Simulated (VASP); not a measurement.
Crystal: Cu.

```xyz
1
Lattice="0.0000 1.8075 1.8075 1.8075 0.0000 1.8075 1.8075 1.8075 0.0000" Properties=species:S:1:pos:R:3 pbc="T T T"
Cu    0.0000    0.0000    0.0000
```

Program: VASP 6.6.1. Alike in all runs: task single point; level PBE; potentials or basis VASP PAW PBE potentials, release 64 (Cu); no spin polarisation; cell as given; smearing gaussian 0.1 eV. Hardware: 1 thread of Intel(R) Xeon(R) Platinum 8488C (Sapphire Rapids), with other jobs on the host.

Order these runs on this cell by their wall time, lowest first.
A. k mesh 22 × 22 × 22; cutoff (eV) 520; mesh quality not flagged
B. k mesh 14 × 14 × 14; cutoff (eV) 450; mesh quality not flagged
C. k mesh 4 × 4 × 4; cutoff (eV) 520; mesh quality coarse

C (2.8 s), B (8 s), A (26 s).

Caveats: some runs use coarse meshes.
